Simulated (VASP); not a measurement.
Computed with LDA (Ceperley-Alder, Perdew-Zunger), VASP's LDA PAW potentials (set 64) (plane waves; VASP).

VASP input:

POSCAR:
```
Pd
1
    0.0000000000     1.8747950553     1.8747950553
    1.8747950553    -0.0000000000     1.8747950553
    1.8747950553     1.8747950553     0.0000000000
Pd
1
Direct
  0.0000000000   1.0000000000   0.0000000000
```

KPOINTS:
```
Automatic mesh
0
Gamma
17 17 17
0 0 0
```

### INCAR
```
# general
SYSTEM =Pd
PREC   =Accurate
ENCUT  =500
LREAL  =.FALSE.   # projection in real space or not
LASPH  =.TRUE.

# electronic loop
EDIFF  =1E-6
NELM   =100
ALGO   =Normal
LMAXMIX=4

# smearing
ISMEAR =1
SIGMA  =0.1   # width (eV)

# ions
IBRION =2   # conjugate gradients
NSW    =40   # most ionic steps
ISIF   =3   # ions, shape and volume
EDIFFG =-0.02   # ionic stop
PSTRESS=200   # kbar

# output
LWAVE  =.FALSE.
LCHARG =.FALSE.
```

POTCAR, in this order: Pd (LDA.64 set). Program: vasp_std.

What VASP printed:

OSZICAR:
```
       N       E                     dE             d eps       ncg     rms          rms(c)
DAV:   1     0.359192878784E+02    0.35919E+02   -0.52584E+03  2986   0.103E+03
DAV:   2    -0.646978406821E+01   -0.42389E+02   -0.41274E+02  3193   0.194E+02
DAV:   3    -0.679941118982E+01   -0.32963E+00   -0.32851E+00  3431   0.201E+01
DAV:   4    -0.680107055862E+01   -0.16594E-02   -0.16592E-02  3555   0.130E+00
DAV:   5    -0.680108725147E+01   -0.16693E-04   -0.16693E-04  3552   0.110E-01    0.112E+01
DAV:   6    -0.646694792993E+01    0.33414E+00   -0.12628E+00  3062   0.109E+01    0.541E+00
DAV:   7    -0.644012635229E+01    0.26822E-01   -0.32630E-02  4180   0.157E+00    0.248E+00
DAV:   8    -0.643336299755E+01    0.67634E-02   -0.23311E-03  3300   0.565E-01    0.132E-01
DAV:   9    -0.643335893042E+01    0.40671E-05   -0.21791E-05  3855   0.552E-02    0.351E-02
DAV:  10    -0.643336177881E+01   -0.28484E-05   -0.32347E-06  3426   0.191E-02    0.319E-03
DAV:  11    -0.643336175208E+01    0.26735E-07   -0.20839E-08  1699   0.161E-03
   1 F= -.47881917E+01 E0= -.47877269E+01  d E =-.478819E+01
       N       E                     dE             d eps       ncg     rms          rms(c)
DAV:   1    -0.642850919760E+01    0.48526E-02   -0.37633E-02  3015   0.227E+00    0.314E-01
DAV:   2    -0.642671027992E+01    0.17989E-02   -0.78194E-03  2999   0.855E-01    0.820E-02
DAV:   3    -0.642668379535E+01    0.26485E-04   -0.11748E-04  3996   0.887E-02    0.461E-02
DAV:   4    -0.642668475931E+01   -0.96396E-06   -0.24610E-05  3381   0.434E-02    0.333E-03
DAV:   5    -0.642668477549E+01   -0.16175E-07   -0.31404E-07  2263   0.582E-03
   2 F= -.47880823E+01 E0= -.47876196E+01  d E =0.109312E-03
       N       E                     dE             d eps       ncg     rms          rms(c)
DAV:   1    -0.643282321574E+01   -0.61385E-02   -0.21489E-02  3010   0.172E+00    0.237E-01
DAV:   2    -0.643177806387E+01    0.10452E-02   -0.46470E-03  2992   0.658E-01    0.644E-02
DAV:   3    -0.643176684124E+01    0.11223E-04   -0.48885E-05  3815   0.563E-02    0.370E-02
DAV:   4    -0.643176758928E+01   -0.74804E-06   -0.13668E-05  3378   0.308E-02    0.217E-03
DAV:   5    -0.643176764448E+01   -0.55196E-07   -0.95540E-08  1732   0.303E-03
   3 F= -.47882049E+01 E0= -.47877407E+01  d E =-.132345E-04
```

**OUTCAR**
```
------------------------ aborting loop because EDIFF is reached ----------------------------------------
  FORCE on cell =-STRESS in cart. coord.  units (eV):
  Direction    XX          YY          ZZ          XY          YZ          ZX
  --------------------------------------------------------------------------------------
  Total        1.6446595      1.6446595      1.6446595     -0.0000000      0.0000000     -0.0000000
  in kB      200.1334647    200.1334647    200.1334647     -0.0000000      0.0000000     -0.0000000
  external PRESSURE =       0.1334647 kB  Pullay stress =     200.0000000 kB
  volume of cell :       13.17
      direct lattice vectors                 reciprocal lattice vectors
     0.000000000  1.874184294  1.874184294    -0.266782729  0.266782729  0.266782729
     1.874184294  0.000000000  1.874184294     0.266782729 -0.266782729  0.266782729
     1.874184294  1.874184294 -0.000000000     0.266782729  0.266782729 -0.266782729
 POSITION                                       TOTAL-FORCE (eV/Angst)
 -----------------------------------------------------------------------------------
      0.00000      0.00000      0.00000        -0.000000     -0.000000     -0.000000
 -----------------------------------------------------------------------------------
    total drift:                               -0.000000     -0.000000     -0.000000
  FREE ENERGIE OF THE ION-ELECTRON SYSTEM (eV)
  ---------------------------------------------------
  free  energy   TOTEN  =        -6.4317676445 eV

  energy  without entropy=       -6.4303749630  energy(sigma->0) =       -6.43130342
  enthalpy is  TOTEN    =        -4.7882048892 eV   P V=        1.6435627553

 reached required accuracy - stopping structural energy minimisation
```
(Selected blocks of OUTCAR.)

**CONTCAR**
```
Pd
   1.00000000000000
     0.0000000000000000    1.8741842939334865    1.8741842939334865
     1.8741842939334865    0.0000000000000000    1.8741842939334865
     1.8741842939334865    1.8741842939334865   -0.0000000000000000
  Pd
     1
Direct
     0.0000000000000000    0.0000000000000000    0.0000000000000000
```

**OUTCAR**
```
 val. band max:       11.6320405117   @ k =  -0.4706   0.2353   0.0588

 cond. band min:      11.6337791989   @ k =   0.4118   0.2941   0.0000


 Fermi energy:        11.6337137061

 k-point     1 :       0.0000    0.0000    0.0000
  band No.  band energies     occupation
      1       3.5145      2.00000
      2       8.2188      2.00000
      3       8.2188      2.00000
      4       8.2188      2.00000
      5      10.1973      2.00000
      6      10.1973      2.00000
      7      28.7703      0.00000
      8      34.1590      0.00000
      9      34.1590      0.00000

 k-point     2 :       0.0588    0.0000    0.0000
  band No.  band energies     occupation
      1       3.6542      2.00000
      2       8.1629      2.00000
      3       8.2711      2.00000
      4       8.2711      2.00000
      5      10.1699      2.00000
      6      10.1699      2.00000
      7      28.9526      0.00000
      8      33.3325      0.00000
      9      34.3476      0.00000

 k-point     3 :       0.1176    0.0000    0.0000
  band No.  band energies     occupation
      1       4.0533      2.00000
      2       8.0279      2.00000
      3       8.4052      2.00000
      4       8.4052      2.00000
      5      10.1146      2.00000
      6      10.1146      2.00000
      7      29.4082      0.00000
      8      31.6608      0.00000
      9      34.8887      0.00000

 k-point     4 :       0.1765    0.0000    0.0000
  band No.  band energies     occupation
      1       4.6339      2.00000
      2       7.9218      2.00000
      3       8.5449      2.00000
      4       8.5449      2.00000
      5      10.1165      2.00000
      6      10.1165      2.00000
      7      29.4173      0.00000
      8      30.2599      0.00000
      9      35.6993      0.00000

 k-point     5 :       0.2353    0.0000    0.0000
  band No.  band energies     occupation
      1       5.2015      2.00000
      2       8.0677      2.00000
      3       8.5828      2.00000
...
```

The compound is Pd in the fcc structure. This run relaxes it under an external pressure of 20 GPa. Symmetry was kept, so distortions that lower it aren't found.
